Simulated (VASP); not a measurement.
Y3LuCl2:

```
Y Lu Cl
1.0
     7.12877    0.00000    0.00000
    -3.56438    6.17369    0.00000
     0.00000    0.00000    3.65092
Y Lu Cl
3 1 2
Direct
  0.50000 0.00000 0.50000
  0.00000 0.50000 0.50000
  0.50000 0.50000 0.50000
  0.00000 0.00000 0.00000
  0.33333 0.66667 0.00000
  0.66667 0.33333 0.00000
```

The cell was built by a generator and needn't be a form met in nature.

The cell isn't the ideal one: species swapped into the LaCu3Ni2 type (P6/mmm, No. 191).

- Program: VASP 6.6.1
- Task: relaxation of cell and atoms
- Functional: PBE
- Potentials or basis: VASP PAW PBE potentials, release 64 (Y_sv, Lu, Cl)
- Cutoff: 600 eV
- k mesh: 3 × 3 × 6
- Occupations: gaussian, width 0.1 eV
- Spin: no spin polarisation

At the start: pressure -0.0 GPa; volume 26.78 Å³/atom.

Problem. How do energy, volume and symmetry change on relaxing?

Solution. Over 3 steps the energy falls by 2.4 meV/atom and the volume is 26.72 Å³/atom (-0.2 %); space group P6/mmm (No. 191, to 0.05 Å).

The path:
| step | energy change (eV) | largest force (eV/Å) | pressure (GPa) | volume (Å³) |
| --- | --- | --- | --- | --- |
| 1 | 0.0000 | 0.0000 | -0.03 | 160.68 |
| 2 | -0.0086 | 0.0000 | 0.06 | 160.56 |
| 3 | -0.0142 | 0.0000 | 0.08 | 160.35 |

Final structure:
```cif
data_structure
_symmetry_space_group_name_H-M 'P 1'
_symmetry_Int_Tables_number 1
_cell_length_a 7.1941
_cell_length_b 7.1941
_cell_length_c 3.5775
_cell_angle_alpha 90.000
_cell_angle_beta 90.000
_cell_angle_gamma 120.000
_cell_volume 160.35
loop_
_atom_site_label
_atom_site_type_symbol
_atom_site_fract_x
_atom_site_fract_y
_atom_site_fract_z
_atom_site_occupancy
Y1 Y 0.50000 0.00000 0.50000 1
Y2 Y 0.00000 0.50000 0.50000 1
Y3 Y 0.50000 0.50000 0.50000 1
Lu1 Lu 0.00000 0.00000 0.00000 1
Cl1 Cl 0.33333 0.66667 0.00000 1
Cl2 Cl 0.66667 0.33333 0.00000 1
```
